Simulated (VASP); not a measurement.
Computed with PBE GGA, VASP's PBE PAW potentials (set 64) (plane waves; VASP).

VASP input:

POSCAR:
```
GaN
1
    3.2196550542     0.0000000000     0.0000000000
   -1.6098275271     2.7883030293     0.0000000000
    0.0000000000     0.0000000000     5.2405982398
Ga N
2 2
Direct
  0.3333330000   0.6666670000   0.0000000000
  0.6666670000   0.3333330000   0.5000000000
  0.3333330000   0.6666670000   0.3770000000
  0.6666670000   0.3333330000   0.8770000000
```

INCAR:
```
SYSTEM = GaN
PREC = Normal; ENCUT = 450; LREAL = F
LASPH = T
EDIFF = 1E-5; NELM = 100; NELMIN = 4
ALGO = Fast; LMAXMIX = 4
ISMEAR = 0; SIGMA = 0.05
GGA = PE
IBRION = 2; NSW = 20; ISIF = 2
EDIFFG = -0.03
LWAVE = F; LCHARG = F
```

**KPOINTS**
```
Automatic mesh
0
Gamma
11 11 6
0 0 0
```

POTCAR, in this order: Ga_d N (PBE.64 set). Program: vasp_std.

The run wrote:

**OSZICAR**
```
       N       E                     dE             d eps       ncg     rms          rms(c)
DAV:   1     0.262478862014E+03    0.26248E+03   -0.17116E+04  2942   0.278E+03
DAV:   2     0.360784935065E+01   -0.25887E+03   -0.25033E+03  3236   0.495E+02
DAV:   3    -0.270972201537E+02   -0.30705E+02   -0.30489E+02  3242   0.145E+02
DAV:   4    -0.282356704359E+02   -0.11385E+01   -0.11358E+01  3922   0.301E+01
DAV:   5    -0.282524519070E+02   -0.16781E-01   -0.16775E-01  3172   0.322E+00    0.108E+01
RMM:   6    -0.241440186141E+02    0.41084E+01   -0.12634E+01  3338   0.199E+01    0.327E+00
RMM:   7    -0.243476538695E+02   -0.20364E+00   -0.27663E+00  3478   0.968E+00    0.250E+00
RMM:   8    -0.243360747280E+02    0.11579E-01   -0.22963E-01  3295   0.376E+00    0.590E-01
RMM:   9    -0.243323254355E+02    0.37493E-02   -0.84980E-02  4177   0.167E+00    0.304E-01
RMM:  10    -0.243350956912E+02   -0.27703E-02   -0.46076E-02  3424   0.105E+00    0.250E-01
RMM:  11    -0.243339204963E+02    0.11752E-02   -0.77365E-03  3504   0.777E-01    0.385E-02
RMM:  12    -0.243340079592E+02   -0.87463E-04   -0.14531E-03  3736   0.246E-01    0.135E-02
RMM:  13    -0.243340402042E+02   -0.32245E-04   -0.32982E-04  3024   0.115E-01    0.135E-02
RMM:  14    -0.243340566229E+02   -0.16419E-04   -0.14870E-04  2690   0.777E-02    0.182E-02
RMM:  15    -0.243340475991E+02    0.90238E-05   -0.60120E-05  2360   0.468E-02
   1 F= -.24334048E+02 E0= -.24334048E+02  d E =-.243340E+02
```

**OUTCAR**
```
------------------------ aborting loop because EDIFF is reached ----------------------------------------
  FORCE on cell =-STRESS in cart. coord.  units (eV):
  Direction    XX          YY          ZZ          XY          YZ          ZX
  --------------------------------------------------------------------------------------
  Total       -0.2236905     -0.2236905     -0.1660687      0.0000000      0.0000000     -0.0000000
  in kB       -7.6177723     -7.6177721     -5.6554617      0.0000000      0.0000000     -0.0000000
  external PRESSURE =      -6.9636687 kB  Pullay stress =       0.0000000 kB
  volume of cell :       47.05
      direct lattice vectors                 reciprocal lattice vectors
     3.219655054  0.000000000  0.000000000     0.310592279  0.179320538  0.000000000
    -1.609827527  2.788303029  0.000000000     0.000000000  0.358641076  0.000000000
     0.000000000  0.000000000  5.240598240     0.000000000  0.000000000  0.190817909
  FREE ENERGIE OF THE ION-ELECTRON SYSTEM (eV)
  ---------------------------------------------------
  free  energy   TOTEN  =       -24.3340475991 eV

  energy  without entropy=      -24.3340475991  energy(sigma->0) =      -24.33404760

 reached required accuracy - stopping structural energy minimisation
```
(Selected blocks of OUTCAR.)

At this cut-off the stress carries a Pulay error, which pulls relaxed volumes low.

The compound is GaN in the wurtzite structure. It was relaxed first.
